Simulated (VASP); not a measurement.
VASP input:

**INCAR**
```
SYSTEM = NiSb
PREC = Accurate
ENCUT = 400
EDIFF = 1E-6
NELM = 100
ALGO = Normal
LREAL = .FALSE.
LASPH = .TRUE.
ISMEAR = 1
SIGMA = 0.1
GGA = PE
LMAXMIX = 4
LWAVE = .FALSE.
LCHARG = .FALSE.
ISIF = 2
```

File KPOINTS:
```
Automatic mesh
0
Gamma
7 7 5
0 0 0
```

POSCAR:
```
NiSb
1
    1.9650000000    -3.4034800000     0.0000000000
    1.9650000000     3.4034800000     0.0000000000
    0.0000000000     0.0000000000     5.1300000000
Ni Sb
2 2
Direct
  0.0000000000   0.0000000000   0.5000000000
  0.0000000000   0.0000000000   0.0000000000
  0.3333330000   0.6666670000   0.2500000000
  0.6666670000   0.3333330000   0.7500000000
```

POTCAR, in this order: Ni Sb (PBE.64 set). Program: vasp_gam.

What VASP printed:

**standard output**
```
 POSCAR found type information on POSCAR NiSb
 POSCAR found :  2 types and       4 ions
 Reading from existing POTCAR
 Reading from existing POTCAR
 LDA part: xc-table for (Slater+PW92), standard interpolation

 -----------------------------------------------------------------------------
|                                                                             |
|     EEEEEEE  RRRRRR   RRRRRR   OOOOOOO  RRRRRR      ###     ###     ###     |
|     E        R     R  R     R  O     O  R     R     ###     ###     ###     |
|     E        R     R  R     R  O     O  R     R     ###     ###     ###     |
|     EEEEE    RRRRRR   RRRRRR   O     O  RRRRRR       #       #       #      |
|     E        R   R    R   R    O     O  R   R                               |
|     E        R    R   R    R   O     O  R    R      ###     ###     ###     |
|     EEEEEEE  R     R  R     R  OOOOOOO  R     R     ###     ###     ###     |
|                                                                             |
|     You are using the Gamma-point-only version with more than one           |
|     k-point or some other non-Gamma k-point.                                |
|                                                                             |
|       ---->  I REFUSE TO CONTINUE WITH THIS SICK JOB ... BYE!!! <----       |
|                                                                             |
 -----------------------------------------------------------------------------
```

Q: Read the log: what went wrong, and how is it fixed?

A: The cause: the Γ-only program was given a k-mesh. VASP stops with an error: You are using the Gamma-point-only version with more than one k-point or some other non-Gamma k-point. ----> I REFUSE TO CONTINUE WITH THIS SICK JOB ... BYE!!! <---- To mend it, run vasp_std.

The mended run (PBE GGA, plane waves, VASP's PBE PAW potentials (set 64)) converges, and its OSZICAR ends with
```
   1 F= -.20297411E+02 E0= -.20298115E+02  d E =0.211102E-02
```

The compound is NiSb in the NiAs type structure. The cell was not relaxed at this level. The run is not spin-polarised, so no magnetic state was tried.
